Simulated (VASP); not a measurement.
Output of a VASP run:

### OSZICAR
```
...
DAV:   7    -0.348889149859E+02    0.66051E+00   -0.93076E+00   674   0.259E+01    0.372E+00
DAV:   8    -0.346983808695E+02    0.19053E+00   -0.10879E+00   658   0.672E+00    0.126E+00
DAV:   9    -0.347307682944E+02   -0.32387E-01   -0.37464E-01   590   0.699E+00    0.997E-01
DAV:  10    -0.346629327952E+02    0.67835E-01   -0.40821E-01   592   0.640E+00    0.238E-01
DAV:  11    -0.348126737339E+02   -0.14974E+00   -0.10391E-01   584   0.309E+00    0.223E-01
DAV:  12    -0.348078507329E+02    0.48230E-02   -0.12431E-02   708   0.125E+00    0.694E-02
DAV:  13    -0.348079455020E+02   -0.94769E-04   -0.28247E-04   704   0.150E-01    0.563E-02
DAV:  14    -0.348127836801E+02   -0.48382E-02   -0.38743E-03   572   0.661E-01    0.237E-02
DAV:  15    -0.348127592119E+02    0.24468E-04   -0.21377E-04   754   0.142E-01    0.212E-02
DAV:  16    -0.348127775152E+02   -0.18303E-04   -0.72815E-06   674   0.281E-02    0.187E-02
DAV:  17    -0.348128169794E+02   -0.39464E-04   -0.79675E-05   690   0.751E-02    0.824E-03
DAV:  18    -0.348128201197E+02   -0.31403E-05   -0.15763E-05   762   0.317E-02    0.144E-02
DAV:  19    -0.348128175642E+02    0.25555E-05   -0.29271E-06   420   0.222E-02    0.107E-02
DAV:  20    -0.348128165867E+02    0.97745E-06   -0.13253E-06   328   0.110E-02
   1 F= -.34812817E+02 E0= -.34812454E+02  d E =-.348128E+02
       N       E                     dE             d eps       ncg     rms          rms(c)
DAV:   1    -0.348431119167E+02   -0.30294E-01   -0.57043E-01   668   0.105E+01    0.156E+00
DAV:   2    -0.348350168274E+02    0.80951E-02   -0.65108E-01   756   0.719E+00    0.878E-01
DAV:   3    -0.348130163608E+02    0.22000E-01   -0.14247E-01   724   0.287E+00    0.169E-01
DAV:   4    -0.348128809188E+02    0.13544E-03   -0.53427E-03   786   0.533E-01    0.460E-02
DAV:   5    -0.348129945084E+02   -0.11359E-03   -0.11527E-03   662   0.365E-01    0.560E-02
DAV:   6    -0.348127158187E+02    0.27869E-03   -0.11708E-03   682   0.372E-01    0.792E-03
DAV:   7    -0.348131727127E+02   -0.45689E-03   -0.61457E-04   614   0.282E-01    0.191E-02
DAV:   8    -0.348131685890E+02    0.41237E-05   -0.14434E-05   702   0.396E-02    0.243E-02
DAV:   9    -0.348131729534E+02   -0.43644E-05   -0.68283E-07   376   0.865E-03    0.259E-02
DAV:  10    -0.348131903105E+02   -0.17357E-04   -0.10614E-05   688   0.355E-02    0.260E-02
DAV:  11    -0.348131886507E+02    0.16598E-05   -0.21242E-05   688   0.370E-02    0.183E-02
DAV:  12    -0.348131885568E+02    0.93917E-07   -0.10029E-06   358   0.103E-02
   2 F= -.34813189E+02 E0= -.34812811E+02  d E =-.371970E-03
       N       E                     dE             d eps       ncg     rms          rms(c)
DAV:   1    -0.348192101329E+02   -0.60215E-02   -0.10691E-01   668   0.455E+00    0.660E-01
DAV:   2    -0.348170734935E+02    0.21366E-02   -0.10726E-01   750   0.297E+00    0.361E-01
DAV:   3    -0.348136180944E+02    0.34554E-02   -0.25531E-02   710   0.121E+00    0.860E-02
DAV:   4    -0.348135877367E+02    0.30358E-04   -0.89013E-04   706   0.255E-01    0.211E-02
DAV:   5    -0.348136186084E+02   -0.30872E-04   -0.81656E-05   692   0.102E-01    0.212E-02
DAV:   6    -0.348136028448E+02    0.15764E-04   -0.21478E-04   752   0.151E-01    0.602E-03
DAV:   7    -0.348136651107E+02   -0.62266E-04   -0.77308E-05   590   0.108E-01    0.830E-03
DAV:   8    -0.348136634420E+02    0.16686E-05   -0.32189E-06   686   0.189E-02    0.112E-02
DAV:   9    -0.348136634934E+02   -0.51411E-07   -0.77779E-08   286   0.297E-03
   3 F= -.34813663E+02 E0= -.34813289E+02  d E =-.846907E-03
```

### OUTCAR
```
------------------------ aborting loop because EDIFF is reached ----------------------------------------
  FORCE on cell =-STRESS in cart. coord.  units (eV):
  Direction    XX          YY          ZZ          XY          YZ          ZX
  --------------------------------------------------------------------------------------
  Total       -0.0029991     -0.0029991     -0.0029991      0.0000000      0.0000000     -0.0000000
  in kB       -0.0778053     -0.0778053     -0.0778053      0.0000000      0.0000000     -0.0000000
  external PRESSURE =      -0.0778053 kB  Pullay stress =       0.0000000 kB
  volume of cell :       61.76
      direct lattice vectors                 reciprocal lattice vectors
     3.952744832  0.000000000 -0.000000000     0.252988757 -0.000000000 -0.000000000
     0.000000000  3.952744832 -0.000000000    -0.000000000  0.252988757 -0.000000000
     0.000000000  0.000000000  3.952744832     0.000000000  0.000000000  0.252988757
 POSITION                                       TOTAL-FORCE (eV/Angst)
 -----------------------------------------------------------------------------------
      0.00000      0.00000      0.00000        -0.000000     -0.000000      0.000000
      1.97637      1.97637     -0.00000         0.000000      0.000000      0.000000
      0.00000      1.97637      1.97637        -0.000000      0.000000      0.000000
      1.97637      0.00000      1.97637         0.000000      0.000000      0.000000
 -----------------------------------------------------------------------------------
    total drift:                               -0.000000     -0.000000     -0.000000
  FREE ENERGIE OF THE ION-ELECTRON SYSTEM (eV)
  ---------------------------------------------------
  free  energy   TOTEN  =       -34.8136634934 eV

  energy  without entropy=      -34.8125412575  energy(sigma->0) =      -34.81328941

 reached required accuracy - stopping structural energy minimisation
```
(Selected blocks of OUTCAR.)

POSCAR:
```
TiAl3
1
    3.9447645188    -0.0000000000     0.0000000000
   -0.0000000000     3.9447645188     0.0000000000
    0.0000000000    -0.0000000000     3.9447645188
Ti Al
1 3
Direct
  0.0000000000   0.0000000000   0.0000000000
  0.5000000000   0.5000000000   0.0000000000
  0.0000000000   0.5000000000   0.5000000000
  0.5000000000   0.0000000000   0.5000000000
```

Task: Write an INCAR and KPOINTS that could have produced this output.

Result: This is not unique; one that fits is the input of the run itself, r2SCAN meta-GGA, plane waves, VASP's PBE PAW potentials (set 64).

INCAR:
```
LCHARG  =  .FALSE.
NELM  =  100
LMAXMIX  =  4
EDIFF  =  1E-6   ! SCF stop (eV)
LWAVE  =  .FALSE.
SIGMA  =  0.1   ! width (eV)
NSW  =  60   ! most ionic steps
IBRION  =  2   ! conjugate gradients
ISMEAR  =  1
ALGO  =  Normal
LMIXTAU  =  .TRUE.
PREC  =  Accurate
SYSTEM  =  TiAl3
ISIF  =  3
EDIFFG  =  -0.02
LREAL  =  .FALSE.   ! projection in real space or not
METAGGA  =  R2SCAN
ENCUT  =  400
LASPH  =  .TRUE.
```

File KPOINTS:
```
Regular mesh
0
G
 7 7 7
```

POTCAR, in this order: Ti_sv Al (PBE.64 set). Program: vasp_std.

The structure comes from a computed database's TiAl3 entry (Pm-3m); how it stands against other phases isn't given here. This run relaxes it. Symmetry was kept, so distortions that lower it aren't found. The start is the result of an earlier pass. The electron count is odd and the run is not spin-polarised, which forces a metal.
